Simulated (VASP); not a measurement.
# Li4P (I4/m) in VASP: reference runs

Reference runs on Li4P: the cell as given.

Program: VASP 6.6.1. These are calculated values, not measurements. Logs are shortened: lines on timing, memory, paths and dates and some standing lists are left out, and cuts for length are marked.

## Step 1: Starting point

Symmetry: I4/m, No. 87, tetragonal system. Conventional cell: a = 5.683 Å, b = 5.683 Å, c = 3.551 Å, α = 90.00°, β = 90.00°, γ = 90.00°. Li (site symmetry m) is surrounded by 9 Li at 2.50 to 2.56 Å and 3 P at 2.54 Å. P (site symmetry 4/m) is surrounded by 12 Li at 2.54 Å.

The cell was built by a generator and needn't be a form met in nature.

## Step 2: Single point, PBE

Contents of INCAR:

```
SYSTEM = Li4P
ALGO = Normal
EDIFF = 1E-7
ENCUT = 520
GGA = PE
ISIF = 2
ISMEAR = -1
LASPH = .TRUE.
LCHARG = .FALSE.
LREAL = .FALSE.
LWAVE = .FALSE.
NBANDS = 16
NELM = 100
PREC = Accurate
SIGMA = 0.05
```

Contents of KPOINTS:

```
k-points
0
G
  9 9 9
  0 0 0
```

Contents of POSCAR:

```
Li4P
1.0
   -2.8416011200      2.8416011200      1.7757147100
    2.8416011200     -2.8416011200      1.7757147100
    2.8416011200      2.8416011200     -1.7757147100
Li P
4 1
Direct
    0.5981912200      0.8028434700      0.4010346800
    0.8028434700      0.4018087800      0.2046522500
    0.1971565300      0.5981912200      0.7953477500
    0.4018087800      0.1971565300      0.5989653200
    0.0000000000      0.0000000000      0.0000000000
```

Potentials or basis: VASP PAW PBE potentials, release 64 (Li_sv, P).

The run is started by

```console
$ cat potpaw_PBE.64/Li_sv/POTCAR potpaw_PBE.64/P/POTCAR > POTCAR
$ mpirun -np 1 vasp_std > vasp.out
```

OUTCAR:

```text
SYSTEM = Li4P
   EDIFF = 1E-7
   ENCUT = 520
   GGA = PE
   ISIF = 2
   ISMEAR = -1
   LASPH = .TRUE.
   LREAL = .FALSE.
   NELM = 100
   PREC = Accurate

 ion  position               nearest neighbor table
   1  0.598  0.803  0.401-   4 2.50   2 2.51   2 2.51   3 2.51   3 2.51   5 2.54   5 2.54   5 2.54
                             4 2.55   4 2.55   3 2.56   2 2.56
   2  0.803  0.402  0.205-   3 2.50   1 2.51   1 2.51   4 2.51   4 2.51   5 2.54   5 2.54   5 2.54
                             3 2.55   3 2.55   4 2.56   1 2.56
   3  0.197  0.598  0.795-   2 2.50   4 2.51   4 2.51   1 2.51   1 2.51   5 2.54   5 2.54   5 2.54
                             2 2.55   2 2.55   1 2.56   4 2.56
   4  0.402  0.197  0.599-   1 2.50   3 2.51   3 2.51   2 2.51   2 2.51   5 2.54   5 2.54   5 2.54
                             1 2.55   1 2.55   2 2.56   3 2.56
   5  0.000  0.000  0.000-   1 2.54   4 2.54   1 2.54   4 2.54   3 2.54   2 2.54   3 2.54   2 2.54
                             2 2.54   3 2.54   1 2.54   4 2.54

  LATTYP: Found a body centered tetragonal cell.
 ALAT       =     5.6832022400
 C/A-ratio  =     0.6248993560

  Lattice vectors:

 A1 = (  -2.8416011200,   2.8416011200,   1.7757147100)
 A2 = (   2.8416011200,  -2.8416011200,   1.7757147100)
 A3 = (   2.8416011200,   2.8416011200,  -1.7757147100)

Analysis of symmetry for initial positions (statically):
=====================================================================
 Subroutine PRICEL returns:
 Original cell was already a primitive cell.

 Routine SETGRP: Setting up the symmetry group for a
 body centered tetragonal supercell.

 Subroutine GETGRP returns: Found  8 space group operations
 (whereof  8 operations were pure point group operations)
 out of a pool of 16 trial point group operations.

The static configuration has the point symmetry C_4h.

Analysis of symmetry for dynamics (positions and initial velocities):
=====================================================================
 Subroutine PRICEL returns:
 Original cell was already a primitive cell.

 Routine SETGRP: Setting up the symmetry group for a
 body centered tetragonal supercell.

 Subroutine GETGRP returns: Found  8 space group operations
 (whereof  8 operations were pure point group operations)
 out of a pool of 16 trial point group operations.

The dynamic configuration has the point symmetry C_4h.

 Subroutine INISYM returns: Found  8 space group operations
 (whereof  8 operations are pure point group operations),
 and found     1 'primitive' translations

[... 102 lines left out ...]
   EDIFFG = 0.1E-05   stopping-criterion for IOM
   NSW    =      0    number of steps for IOM
   IBRION =     -1    ionic relax: 0-MD 1-quasi-New 2-CG
   NFREE  =      0    steps in history (QN), initial steepest desc. (CG)
   ISIF   =      2    stress and relaxation
   ISYM   =      2    0-nonsym 1-usesym 2-fastsym
   POTIM  = 0.5000    time-step for ionic-motion
   TEBEG  =    0.0;   TEEND  =   0.0 temperature during run
   PSTRESS=    0.0 pullay stress
   NELECT =      17.0000    total number of electrons
   NUPDOWN=      -1.0000    fix difference up-down
   EMIN   =  10.00;   EMAX   =-10.00  energy-range for DOS
   EFERMI =   0.00;   METHOD = LEGACY
   ISMEAR =    -1;   SIGMA  =   0.05  broadening in eV -4-tet -1-fermi 0-gaus
   EFERMI_NEDOS =   21; number of points for ismear=-14 and -15
   IALGO  =     38    algorithm
   IMIX   =      4    mixing-type and parameters
     AMIX     =   0.40;   BMIX     =  1.00
     AMIX_MAG =   1.60;   BMIX_MAG =  1.00
  volume/ion in A,a.u.               =      11.47        77.41
  Fermi-wavevector in a.u.,A,eV,Ry     =   1.091536  2.062704 16.210668  1.191450
  Thomas-Fermi vector in A             =   2.227783
   LORBIT       =      0    0 simple, 1 ext, 2 COOP (PROOUT), +10 PAW based schemes
   GGA     = PE    functional components
   LHFCALC =     F    Hartree Fock is set to
   AEXX    =    0.0000 exact exchange contribution
   IVDW    =     0    specifies the selected vdW correction
   LEPSILON=     F    determine dielectric tensor
   LRPA    =     F    only Hartree local field effects (RPA)
 non-spin polarized calculation
  energy-cutoff  :      520.00
  volume of cell :       57.35
 maximum number of plane-waves:      1576
 NGX is ok and might be reduce to    36
   NGX = 17   NGY = 17   NGZ = 17

 number of electron      16.9999992 magnetization

 Free energy of the ion-electron system (eV)
  ---------------------------------------------------
  ext. energy  EPLUGINS =         0.00000000
  ---------------------------------------------------
  free energy    TOTEN  =       -14.44080761 eV

  energy without entropy =      -14.42954651  energy(sigma->0) =      -14.43517706

 E-fermi :   4.8809     XC(G=0):  -9.4006

 val. band max:        4.8703471065   @ k =   0.0000   0.0000   0.0000
 cond. band min:       4.8837112467   @ k =  -0.1111  -0.4444   0.0000
 fundamental gap:      0.0133641402
 Fermi energy:         4.8809473529

 k-point     1 :       0.0000    0.0000    0.0000
  band No.  band energies     occupation
      1     -41.4711      2.00000
      2     -41.3267      2.00000
      3     -41.3267      2.00000
      4     -41.3244      2.00000
      5      -6.0137      2.00000
      6       2.3600      2.00000
[... 433 lines left out ...]
      3     -41.3498      2.00000
      4     -41.3293      2.00000
      5      -5.2208      2.00000
      6       0.7078      2.00000
[... 8 lines left out ...]
     15      11.8153      0.00000
     16      14.0087      0.00000

 [... further k-points ...]
[... 5 lines left out ...]
  --------------------------------------------------------------------------------------
  -------------------------------------------------------------------------------------
  Total        2.1944194      2.1944194      6.6232000     -0.0000001      0.0000000      0.0000000
  in kB       61.3014570     61.3014570    185.0201527     -0.0000030      0.0000000      0.0000000
  external PRESSURE =     102.5410222 kB  Pullay stress =       0.0000000 kB

 VOLUME and BASIS-vectors are now :
 -----------------------------------------------------------------------------
  energy-cutoff  :      520.00
  volume of cell :       57.35
      direct lattice vectors                 reciprocal lattice vectors
    -2.841601120  2.841601120  1.775714710     0.000000000  0.175957138  0.281576763
     2.841601120 -2.841601120  1.775714710     0.175957138  0.000000000  0.281576763
     2.841601120  2.841601120 -1.775714710     0.175957138  0.175957138  0.000000000

 POSITION                                       TOTAL-FORCE (eV/Angst)
 -----------------------------------------------------------------------------------
      1.72112      0.55804      1.77571        -0.795917      0.402271     -0.000000
     -0.55804      1.72112      1.77571        -0.402271     -0.795917      0.000000
      3.39964      1.12048     -0.00000         0.402271      0.795917     -0.000000
      1.12048      2.28356     -0.00000         0.795917     -0.402271     -0.000000
      0.00000      0.00000      0.00000        -0.000000     -0.000000     -0.000000
 -----------------------------------------------------------------------------------
    total drift:                                0.000000     -0.000000      0.000000

  FREE ENERGIE OF THE ION-ELECTRON SYSTEM (eV)
  ---------------------------------------------------
  free  energy   TOTEN  =       -14.4408076055 eV

  energy  without entropy=      -14.4295465082  energy(sigma->0) =      -14.43517706
```

stdout:

```text
POSCAR found type information on POSCAR LiP
 POSCAR found :  2 types and       5 ions
 scaLAPACK will be used
 LDA part: xc-table for (Slater+PW92), standard interpolation
 POSCAR, INCAR and KPOINTS ok, starting setup
 FFT: planning ... GRIDC
 FFT: planning ... GRID_SOFT
 FFT: planning ... GRID
 WAVECAR not read
 entering main loop
```

Run time: 94 s. Hardware: 1 thread of Intel Xeon Platinum 8488C (Sapphire Rapids), shared host; peak memory 0.23 GiB.

Results:

```yaml
Free_energy: -14.4408 eV
Largest_force: 0.892 eV/Å
Band_gap_on_the_k_mesh: none (metal or under the smearing width)
```

Forces on the atoms (eV/Å):
```
Li  -0.796  0.402  0.000
Li  -0.402 -0.796  0.000
Li   0.402  0.796  0.000
Li   0.796 -0.402  0.000
P    0.000  0.000  0.000
```

Caveat: the cutoff is under 1.25 times the usual one of these potentials, so pressure, stress and relaxed cells hold a basis-set (Pulay) error.
